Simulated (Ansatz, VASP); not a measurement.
# Two plane-wave programs on SbC

```
Sb C
1.0
     0.00000    2.44764    2.44764
     2.44764    0.00000    2.44764
     2.44764    2.44764    0.00000
Sb C
1 1
Cartesian
  0.0000 0.0000 0.0000
  2.4476 2.4476 2.4476
```

Alike in both runs: functional PBE; k mesh 6 × 6 × 6; occupations gaussian, width 0.1 eV; no spin polarisation.

Ansatz relaxed the structure, and its values are those at the end. VASP's run is a single point on that final structure, the one shown.

|  | VASP | Ansatz |
| --- | --- | --- |
| version | VASP 6.6.1 | Ansatz 0.2.0 |
| potentials or method | VASP PAW PBE potentials, release 64 (Sb, C) | scalar-relativistic, plane waves, PAW |
| plane-wave cutoff (eV) | 520 | 420 |
| valence electrons in the cell | 9 | 19 |

VASP gave:

- gap on the k mesh at the Fermi level (eV): none
- pressure (GPa): -0.4

Q: What did Ansatz give for the same quantities?

A: gap on the k mesh at the Fermi level (eV): none; pressure (GPa): -0.1.

A gap of «none» marks a metal or a gap that the smearing closes. The two sets of potentials don't hold the same shells in valence.

Caveats: the k mesh is coarse (spacing up to 0.37 Å⁻¹), so the values aren't converged. Spin-orbit coupling is left out, which matters for the levels of Sb.
